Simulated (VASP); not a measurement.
```xyz
4
Lattice="0.0000 4.8114 -0.2610 3.9708 0.0000 0.0000 0.0000 -0.9247 -2.7166" Properties=species:S:1:pos:R:3 pbc="T T T"
Ti     0.9927     3.0955    -1.1794
Ti     2.9781     0.7913    -1.7982
Ni     0.9927     0.7421    -0.2579
Ni     2.9781     3.1446    -2.7197
```

These are PBEsol GGA, VASP's PBE PAW potentials (set 64) (plane waves; VASP) values and carry that method's errors. Settings: 400 eV cut-off, Gaussian smearing of 0.050 eV, potentials Ti_sv Ni.

What does the run give for the band gap (along the path) with the smallest direct gap where there is one?

| Item | Value |
|---|---|
| band gap (along the path) | none (metal, semimetal or under 0.01 eV) |

Total energies compare only between runs with the same potentials, cut-off and functional.

The compound is TiNi in the sg11 structure. It was relaxed first. The run is not spin-polarised, so no magnetic state was tried.
